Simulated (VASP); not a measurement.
```
CELL_PARAMETERS angstrom
      0.00000     3.14274     3.14274
      3.14274     0.00000     3.14274
      3.14274     3.14274     0.00000
ATOMIC_POSITIONS crystal
  Sn 0.00000 0.00000 0.00000
  Te 0.50000 0.50000 0.50000
```

All values below come from PBEsol GGA, VASP's PBE PAW potentials (set 64) (plane waves; VASP). Settings: PREC = Normal, EDIFF = 1E-5, 400 eV cut-off, 8×8×8 Γ-centred mesh, Gaussian smearing of 0.050 eV, potentials Sn_d Te.

Unless said otherwise, spin-orbit coupling is left out, though it shifts the bands of the heavy elements here.

Q: Predict the energy per atom (σ→0), band gap (on the k-mesh) with the smallest direct gap where there is one.

A: 
```json
{
 "band gap (on the k-mesh)": "0.17 eV",
 "smallest direct gap (on the k-mesh)": "0.17 eV",
 "energy per atom (σ→0)": "-4.169 eV/atom"
}
```

Total energies compare only between runs with the same potentials, cut-off and functional.

The compound is SnTe in the rock salt structure, which distorts at low temperature. It was relaxed first.
